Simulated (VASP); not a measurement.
Here is the system:

```
CELL_PARAMETERS angstrom
      0.00000     2.53630     2.53630
      2.53630     0.00000     2.53630
      2.53630     2.53630     0.00000
ATOMIC_POSITIONS crystal
  Hf 0.00000 0.00000 0.00000
  O  0.25000 0.25000 0.25000
  O  0.75000 0.75000 0.75000
```

The numbers are results of PW91 GGA, VASP's PBE PAW potentials (set 64) (plane waves; VASP 6.6.1), not measurements. Run with 520 eV cut-off, 8×8×8 Γ-centred mesh, tetrahedra with Blöchl corrections, potentials Hf_pv O.

Unless said otherwise, spin-orbit coupling is left out, though it shifts the bands of the heavy elements here.

Problem. What does the run give for the energy per atom (σ→0), band gap (on the k-mesh) with the smallest direct gap where there is one?

Solution. 
- band gap (on the k-mesh) = 3.80 eV
- smallest direct gap (on the k-mesh) = 3.80 eV
- energy per atom (σ→0) = -10.135 eV/atom

The absolute energy has meaning only against runs of the same code, potentials and settings.

The compound is HfO2 in the fluorite structure, the high-temperature cubic form, which is unstable at 0 K; the monoclinic form is the stable one. It was relaxed first.
